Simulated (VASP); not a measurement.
Input:

```
CELL_PARAMETERS angstrom
      1.82949    -3.16876     0.00000
      1.82949     3.16876     0.00000
      0.00000     0.00000    11.70644
ATOMIC_POSITIONS crystal
  La 0.00000 0.00000 0.50000
  La 0.00000 0.00000 0.00000
  La 0.33333 0.66667 0.25000
  La 0.66667 0.33333 0.75000
```

The numbers are results of PBEsol GGA, VASP's PBE PAW potentials (set 64) (plane waves; VASP), not measurements. Settings: 400 eV cut-off, 9×9×3 Γ-centred mesh, first-order Methfessel-Paxton smearing of 0.10 eV, potentials La.

Question: Predict the energy per atom (σ→0), band gap (on the k-mesh) with the smallest direct gap where there is one.

Answer: 
band gap (on the k-mesh): none (metal, semimetal or under 0.01 eV)
energy per atom (σ→0): -5.346 eV/atom

The absolute energy has meaning only against runs of the same code, potentials and settings.

The compound is La in the dhcp structure. It was relaxed first, which changed the volume by -9 %. The start is the result of an earlier pass.
